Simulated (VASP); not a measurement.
BePd, 2 atoms in the cell. The structure is cubic, space group Pm-3m (No. 221). The conventional cell has a = 2.798 Å, b = 2.798 Å, c = 2.798 Å, α = 90.00°, β = 90.00°, γ = 90.00°. Be (site symmetry m-3m) has 8 Pd at 2.42 Å as nearest neighbours. Pd (site symmetry m-3m) is surrounded by 8 Be at 2.42 Å. 

- Program: VASP 6.6.1
- Task: single point
- Functional: PBEsol
- Potentials or basis: VASP PAW PBE potentials, release 64 (Be, Pd)
- Cutoff: 520 eV
- k mesh: 14 × 14 × 14
- Occupations: gaussian, width 0.1 eV
- Spin: no spin polarisation
- Dipole correction: no
- Further INCAR settings: ALGO = Normal; EDIFF = 1e-06; NBANDS = 13

Potentials or basis: VASP PAW PBE potentials, release 64 (Be, Pd).

Command:

```console
$ cat potpaw_PBE.64/Be/POTCAR potpaw_PBE.64/Pd/POTCAR > POTCAR
$ mpirun -np 1 vasp_std > vasp.out
```

Hardware: 1 thread of Intel(R) Xeon(R) Platinum 8559C (Emerald Rapids), on a shared host.

Problem. How long does it take, and how much memory?

Solution. Wall time 15 s on 1 thread of Intel(R) Xeon(R) Platinum 8559C (Emerald Rapids), on a shared host, peak memory 0.16 GiB. Counts: scf iterations 12, k points 120.
